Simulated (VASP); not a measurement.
Computed with PBE GGA, VASP's PBE PAW potentials (set 64) (plane waves; VASP).

VASP ran on this input.

File KPOINTS:
```
Automatic
0
Gamma
 9 9 9
0 0 0
```

### INCAR
```
SYSTEM = Si2Ni
PREC = Accurate
ENCUT = 300
EDIFF = 1E-6
NELM = 100
ALGO = Normal
LREAL = .FALSE.
LASPH = .TRUE.
ISMEAR = 0
SIGMA = 0.05
GGA = PE
LMAXMIX = 4
LWAVE = .FALSE.
LCHARG = .FALSE.
ISIF = 2
ISPIN = 2
MAGMOM = 0.0 0.0 2.0
LORBIT = 11
```

POSCAR:
```
Si2Ni
2.7030
  0.0000000000   1.0000000000   1.0000000000
  1.0000000000   0.0000000000   1.0000000000
  1.0000000000   1.0000000000   0.0000000000
Si Ni
2 1
Cartesian
  0.5000000000   0.5000000000   0.5000000000
  1.5000000000   1.5000000000   1.5000000000
  0.0000000000   0.0000000000   0.0000000000
```

POTCAR, in this order: Si Ni (PBE.64 set). Program: vasp_std.

At this cut-off the stress carries a Pulay error, which pulls relaxed volumes low.

Question: What does the run give for the energy per atom (σ→0), cell moment, pressure, band gap (on the k-mesh)?

Answer: 
The energy per atom (σ→0) is -5.786 eV/atom and the cell moment is 0.00 μB. The band gap (on the k-mesh) is none (metal, semimetal or under 0.01 eV). The pressure comes out as 3.64 GPa.

### OSZICAR
```
...
DAV:   9    -0.173603030214E+02    0.47594E-01   -0.27768E-01  2360   0.106E+01    0.613E-01
DAV:  10    -0.173578471865E+02    0.24558E-02   -0.10967E-02  2632   0.201E+00    0.304E-01
DAV:  11    -0.173577794456E+02    0.67741E-04   -0.15034E-03  2950   0.554E-01    0.179E-01
DAV:  12    -0.173578357759E+02   -0.56330E-04   -0.12148E-04  2226   0.125E-01    0.527E-02
DAV:  13    -0.173578520043E+02   -0.16228E-04   -0.17744E-05  2392   0.371E-02    0.141E-02
DAV:  14    -0.173578560480E+02   -0.40437E-05   -0.47048E-06  2170   0.286E-02    0.895E-03
DAV:  15    -0.173578562903E+02   -0.24230E-06   -0.12106E-06  1894   0.136E-02
   1 F= -.17357856E+02 E0= -.17357496E+02  d E =-.721197E-03  mag=     0.0000
```

The structure comes from a measured Si2Ni entry (Fm-3m) of the Crystallography Open Database, whose conditions weren't checked. The cell was not relaxed at this level.
